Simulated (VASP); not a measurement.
Take MgB₂ (AlB2 type), against free atoms with fixed spin and no zero-point term, in VASP with PAW potentials, and its cohesive energy.

### Question
One run gives 4.88 eV/atom. Which level is it?
A. PBE-D3(BJ)
B. SCAN
C. LDA

### Answer
B, SCAN.  The others give 5.09 (PBE-D3(BJ)), 5.57 (LDA).

Only levels that ran to the end are used. Left out are those held back, those with too coarse a band path, GW runs whose mesh misses a band edge, hybrids' fits of cells that aren't cubic and levels without matching references; a question may draw on a part of the rest.
